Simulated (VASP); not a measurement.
The system is Ga3BSb2.

```
Ga B Sb
1.0
     4.86761    0.00000    0.00000
    -2.43380    4.21547    0.00000
     0.00000    0.00000    6.69159
Ga B Sb
3 1 2
Direct
  0.50000 0.00000 0.50000
  0.00000 0.50000 0.50000
  0.50000 0.50000 0.50000
  0.00000 0.00000 0.00000
  0.00000 0.00000 0.71163
  0.00000 0.00000 0.28837
```

The cell was built by a generator and needn't be a form met in nature.

- Program: VASP 6.6.1
- Task: relaxation of cell and atoms
- Functional: PBE
- Potentials or basis: VASP PAW PBE potentials, release 64 (Ga_d, B, Sb)
- Cutoff: 520 eV
- k mesh: 4 × 4 × 3
- Occupations: gaussian, width 0.15 eV
- Spin: no spin polarisation

At the start: pressure 25.1 GPa; volume 22.88 Å³/atom.

**Question.** Where does the relaxation end?

**Answer.** Over 7 steps the energy falls by 550.0 meV/atom and the volume is 32.55 Å³/atom (+42.3 %); space group P6/mmm (No. 191, to 0.05 Å).

Step by step:
```tsv
step	energy change (eV)	largest force (eV/Å)	pressure (GPa)	volume (Å³)
1	0.0000	0.5071	25.09	137.31
2	-2.6432	1.3978	-3.65	221.12
3	-3.1233	1.3640	0.59	187.12
4	-3.1241	1.3715	0.15	188.22
5	-3.2966	0.0023	0.22	193.22
6	-3.2967	0.0479	0.39	193.08
7	-3.2998	0.0546	-0.19	195.33
```

Final structure:
```
Ga B Sb
1.0
     5.44674    0.00000    0.00000
    -2.72337    4.71701    0.00000
     0.00000    0.00000    7.60265
Ga B Sb
3 1 2
Direct
  0.50000 0.00000 0.50000
  0.00000 0.50000 0.50000
  0.50000 0.50000 0.50000
  0.00000 0.00000 0.00000
  0.00000 0.00000 0.72278
  0.00000 0.00000 0.27722
```

Caveat: the k mesh is coarse (spacing up to 0.37 Å⁻¹), so the values aren't converged; the volume moved by over 15 % at a fixed basis, so the end points are rough.
